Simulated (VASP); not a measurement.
Method: r2SCAN meta-GGA, VASP's PBE PAW potentials (set 64) (plane waves; VASP).

Input for VASP

POSCAR:
```
Sc(001) slab
1
    3.3314318310     0.0000000000     0.0000000000
   -1.6657159155     2.8851045095     0.0000000000
    0.0000000000     0.0000000000    25.1460688407
Sc
4
Direct
  0.6666670000   0.3333330000   0.4470457740
  0.3333330000   0.6666670000   0.3458414446
  0.6666670000   0.3333330000   0.6541585554
  0.3333330000   0.6666670000   0.5529542260
```

**INCAR**
```
SYSTEM = Sc(001) slab
PREC = Normal
ENCUT = 400
EDIFF = 1E-6
NELM = 100
ALGO = Normal
LREAL = .FALSE.
LASPH = .TRUE.
ISMEAR = 1
SIGMA = 0.1
METAGGA = R2SCAN
LMIXTAU = .TRUE.
LMAXMIX = 4
LWAVE = .FALSE.
LCHARG = .FALSE.
NELMIN = 4
LDIPOL = .TRUE.
IDIPOL = 3
DIPOL = 0.5 0.5 0.5
LVHAR = .TRUE.
LORBIT = 11
```

### KPOINTS
```
kpoints
0
G
10 10 1
0 0 0
```

POTCAR, in this order: Sc_sv (PBE.64 set). Program: vasp_std. Read from the step before: WAVECAR.

Output of the run:

OUTCAR:
```
 ion  position               nearest neighbor table
   1  0.667  0.333  0.447-   2 3.19   2 3.19   2 3.19   4 3.29   4 3.29   4 3.29
   2  0.333  0.667  0.346-   1 3.19   1 3.19   1 3.19
   3  0.667  0.333  0.654-   4 3.19   4 3.19   4 3.19
   4  0.333  0.667  0.553-   3 3.19   3 3.19   3 3.19   1 3.29   1 3.29   1 3.29
  LATTYP: Found a hexagonal cell.
 ALAT       =     3.3314318310
 C/A-ratio  =     7.5481264862
 Subroutine PRICEL returns:
 Original cell was already a primitive cell.
 Subroutine GETGRP returns: Found 12 space group operations
The static configuration has the point symmetry D_3d.
The dynamic configuration has the point symmetry D_3d.
 Subroutine INISYM returns: Found 12 space group operations
 Subroutine IBZKPT returns following result:
 Found     14 irreducible k-points:

 Following reciprocal coordinates:
            Coordinates               Weight
  0.000000  0.000000  0.000000      1.000000
  0.100000 -0.000000  0.000000      6.000000
  0.200000 -0.000000  0.000000      6.000000
  0.300000  0.000000  0.000000      6.000000
  0.400000 -0.000000  0.000000      6.000000
  0.500000  0.000000  0.000000      3.000000
  0.100000  0.100000  0.000000      6.000000
  0.200000  0.100000  0.000000     12.000000
  0.300000  0.100000  0.000000     12.000000
  0.400000  0.100000  0.000000     12.000000
  0.200000  0.200000  0.000000      6.000000
  0.300000  0.200000  0.000000     12.000000
  0.400000  0.200000  0.000000      6.000000
  0.300000  0.300000  0.000000      6.000000
   k-points           NKPTS =     14   k-points in BZ     NKDIM =     14   number of bands    NBANDS=     26
   number of dos      NEDOS =    301   number of ions     NIONS =      4
   total plane-waves  NPLWV =  32256
   dimension x,y,z NGX =    16 NGY =   16 NGZ =  126
   dimension x,y,z NGXF=    32 NGYF=   32 NGZF=  252
   ions per type =               4
   PREC   = normal    normal or accurate (medium, high low for compatibility)
...
```

File OSZICAR:
```
       N       E                     dE             d eps       ncg     rms          rms(c)
DAV:   1    -0.437665311194E+02   -0.43767E+02   -0.38092E-03  1232   0.223E-01    0.111E-01
DAV:   2    -0.437719528071E+02   -0.54217E-02   -0.51790E-02  1232   0.107E+00    0.389E-01
DAV:   3    -0.437655731477E+02    0.63797E-02   -0.30160E-02  1232   0.888E-01    0.156E-02
DAV:   4    -0.437656712638E+02   -0.98116E-04   -0.85682E-04  1016   0.182E-01    0.937E-03
DAV:   5    -0.437656865928E+02   -0.15329E-04   -0.47687E-05   768   0.378E-02    0.566E-03
DAV:   6    -0.437656924326E+02   -0.58398E-05   -0.94145E-06   728   0.236E-02    0.259E-03
DAV:   7    -0.437656969628E+02   -0.45302E-05   -0.31122E-06   672   0.144E-02    0.174E-03
DAV:   8    -0.437656965093E+02    0.45352E-06   -0.10633E-06   608   0.119E-02
   1 F= -.43765697E+02 E0= -.43765079E+02  d E =-.185388E-02
```

OUTCAR:
```
------------------------ aborting loop because EDIFF is reached ----------------------------------------
  FORCE on cell =-STRESS in cart. coord.  units (eV):
  Direction    XX          YY          ZZ          XY          YZ          ZX
  --------------------------------------------------------------------------------------
  Total       -0.8179235     -0.8179235     -0.3367269      0.0000000     -0.0000000     -0.0000000
  in kB       -5.4220150     -5.4220147     -2.2321627      0.0000000     -0.0000000     -0.0000000
  external PRESSURE =      -4.3587308 kB  Pullay stress =       0.0000000 kB
  volume of cell :      241.69
      direct lattice vectors                 reciprocal lattice vectors
     3.331431831  0.000000000  0.000000000     0.300171233  0.173303947  0.000000000
    -1.665715916  2.885104510  0.000000000     0.000000000  0.346607895  0.000000000
     0.000000000  0.000000000 25.146068841     0.000000000  0.000000000  0.039767647
 POSITION                                       TOTAL-FORCE (eV/Angst)
 -----------------------------------------------------------------------------------
      1.66572      0.96170     11.24144        -0.000000     -0.000000      0.008250
     -0.00000      1.92340      8.69655        -0.000000     -0.000000      0.024952
      1.66572      0.96170     16.44952        -0.000000      0.000000     -0.024952
     -0.00000      1.92340     13.90463         0.000000      0.000000     -0.008250
 -----------------------------------------------------------------------------------
    total drift:                                0.000000     -0.000000      0.000000
  FREE ENERGIE OF THE ION-ELECTRON SYSTEM (eV)
  ---------------------------------------------------
  free  energy   TOTEN  =       -43.7656965093 eV

  energy  without entropy=      -43.7638426252  energy(sigma->0) =      -43.76507855

 total charge

# of ion       s       p       d       tot
------------------------------------------
    1        2.256   6.122   0.934   9.312
    2        2.270   6.075   0.954   9.299
    3        2.270   6.075   0.954   9.299
    4        2.256   6.122   0.934   9.312
--------------------------------------------------
tot          9.051  24.393   3.776  37.221
```
(Selected blocks of OUTCAR.)

The cell is a thin slab with vacuum, built from Sc (hcp): (001) face.
